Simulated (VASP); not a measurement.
The system is Sb2Te4O.

```xyz
7
Lattice="4.4475 0.0000 0.0000 0.0000 4.4475 0.0000 0.0000 0.0000 9.9132" Properties=species:S:1:pos:R:3 pbc="T T T"
Sb    0.0000    2.2237    2.5896
Sb    2.2237    0.0000    7.3236
Te    2.2237    0.0000    3.5785
Te    0.0000    2.2237    6.3347
Te    2.2237    2.2237    0.0000
Te    0.0000    0.0000    0.0000
O     2.2237    2.2237    4.9566
```

The cell was built by a generator and needn't be a form met in nature.

* Program: VASP 6.6.1
* Task: relaxation of cell and atoms
* Functional: PBE
* Potentials or basis: VASP PAW PBE potentials, release 64 (Sb, Te, O)
* Cutoff: 520 eV
* k mesh: 3 × 3 × 2
* Occupations: gaussian, width 0.15 eV
* Spin: no spin polarisation

At the start: pressure -3.3 GPa; volume 28.01 Å³/atom.

Problem. Where does the relaxation end?

Solution. Over 17 steps the energy falls by 156.9 meV/atom and the volume is 25.97 Å³/atom (-7.3 %); space group P-4m2 (No. 115, to 0.05 Å).

The path:
| step | energy change (eV) | largest force (eV/Å) | pressure (GPa) | volume (Å³) |
| --- | --- | --- | --- | --- |
| 1 | 0.0000 | 0.7339 | -3.27 | 196.08 |
| 2 | -0.2498 | 0.9017 | 0.71 | 180.28 |
| 3 | -0.2538 | 0.9329 | 1.55 | 177.42 |
| 4 | -0.5092 | 1.1011 | 2.55 | 173.69 |
| 5 | -0.2467 | 1.3604 | 9.64 | 161.59 |
| 6 | -0.6374 | 1.1472 | 3.46 | 170.56 |
| 7 | -0.6898 | 1.0318 | 5.63 | 166.16 |
| 8 | -0.7070 | 1.1379 | 4.84 | 167.61 |
| 9 | -0.8824 | 0.7301 | 3.20 | 171.70 |
| 10 | -0.9096 | 0.3942 | 2.51 | 174.27 |
| 11 | -1.0027 | 0.4418 | 1.09 | 178.11 |
| 12 | -1.0389 | 0.4700 | -0.96 | 183.22 |
| 13 | -1.0393 | 0.4679 | -0.91 | 182.84 |
| 14 | -1.0644 | 0.3804 | -0.54 | 182.05 |
| 15 | -1.0878 | 0.2005 | 0.31 | 180.22 |
| 16 | -1.0949 | 0.1241 | 0.23 | 180.89 |
| 17 | -1.0981 | 0.0584 | 0.10 | 181.80 |

Final structure:
```
CELL_PARAMETERS angstrom
4.49485 0.00000 0.00000
0.00000 4.49485 0.00000
0.00000 0.00000 8.99817
ATOMIC_POSITIONS crystal
Sb 0.00000 0.50000 0.28497
Sb 0.50000 0.00000 0.71503
Te 0.50000 0.00000 0.39002
Te 0.00000 0.50000 0.60998
Te 0.50000 0.50000 0.00000
Te 0.00000 0.00000 0.00000
O 0.50000 0.50000 0.50000
```

Caveat: the k mesh is coarse (spacing up to 0.47 Å⁻¹), so the values aren't converged.
